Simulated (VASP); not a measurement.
Consider the following.

```xyz
2
Lattice="0.0000 2.6913 2.6913 2.6913 0.0000 2.6913 2.6913 2.6913 0.0000" Properties=species:S:1:pos:R:3 pbc="T T T"
Zn     0.0000     0.0000     0.0000
S      1.3456     1.3456     1.3456
```

All values below come from r2SCAN meta-GGA, VASP's PBE PAW potentials (set 64) (plane waves; VASP). Settings: 480 eV cut-off, 8×8×8 Γ-centred mesh, Gaussian smearing of 0.050 eV, potentials Zn S.

Question: Predict the energy per atom (σ→0), band gap (on the k-mesh) with the smallest direct gap where there is one.

Answer: 
The band gap (on the k-mesh) is 2.73 eV and the smallest direct gap (on the k-mesh) comes out as 2.73 eV. The energy per atom (σ→0) is -9.433 eV/atom.

Total energies compare only between runs with the same potentials, cut-off and functional.

The compound is ZnS in the zinc blende structure. It was relaxed first.
